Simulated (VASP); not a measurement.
Given:

```
CELL_PARAMETERS angstrom
      3.96361     0.00000     0.00000
     -1.98181     3.43259     0.00000
      0.00000     0.00000     4.85651
ATOMIC_POSITIONS crystal
  C  0.33333 0.66667 0.25000
  C  0.66667 0.33333 0.75000
  Tc 0.00000 0.00000 0.00000
  Tc 0.00000 0.00000 0.50000
  Tc 0.33333 0.66667 0.75000
  Tc 0.66667 0.33333 0.25000
```

Method: PBE GGA, VASP's PBE PAW potentials (set 64) (plane waves; VASP). Run with 400 eV cut-off, 6×6×5 Γ-centred mesh, Gaussian smearing of 0.10 eV, potentials C Tc_pv.

Task: Give the energies of bands 22 to 35 at the high-symmetry points, in eV from the Fermi level.

Result: 
```
band      Γ      M      K      A      L      H
----  -----  -----  -----  -----  -----  -----
22    -5.14  -4.35  -3.38  -4.31  -3.93  -3.57
23    -4.08  -3.90  -3.38  -4.31  -3.63  -3.18
24    -4.08  -3.20  -2.57  -4.31  -3.63  -3.18
25    -1.20  -2.93  -2.55  -1.55  -2.45  -3.02
26    -0.73  -2.37  -2.30  -1.55  -2.45  -3.02
27    -0.73  -1.10  -2.30   0.50  -1.37  -2.06
28    -0.40  -1.09  -1.54   0.50  -1.37  -2.06
29     0.64  -0.97  -0.90   0.50  -0.46  -0.48
30     0.64  -0.03  -0.90   0.50  -0.46  -0.48
31     0.76  -0.01  -0.24   0.96  -0.35  -0.19
32     0.76   0.22   0.13   0.96  -0.35  -0.19
33     1.71   0.31   0.13   0.96   0.53   0.62
34     2.00   0.46   1.11   0.96   0.53   0.62
35     2.94   0.49   1.11   1.47   1.02   1.70
```

It has no gap at this level: it comes out as a metal or semimetal.

The structure was generated: Tc2C was put into an ordered model structure, which need not be its known phase. The cell was not relaxed at this level. The k-mesh is coarse (spacing up to 0.31 per Å, 2π included), so the numbers may not be converged in it.
